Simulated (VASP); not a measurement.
Input:

```
Ag
1.0
    0.00000     2.07058     2.07058
    2.07058     0.00000     2.07058
    2.07058     2.07058     0.00000
Ag
1
Cartesian
  0.00000   0.00000   0.00000
```

Level of theory: PBE GGA, VASP's PBE PAW potentials (set 64) (plane waves; VASP 6.6.1). Run with 400 eV cut-off, 17×17×17 Γ-centred mesh, tetrahedra with Blöchl corrections, potentials Ag.

Problem. Estimate the energy per atom (σ→0), band gap (on the k-mesh) with the smallest direct gap where there is one.

Solution. 
- band gap (on the k-mesh) = none (metal, semimetal or under 0.01 eV)
- energy per atom (σ→0) = -2.718 eV/atom

The compound is Ag in the fcc structure. It was relaxed first.
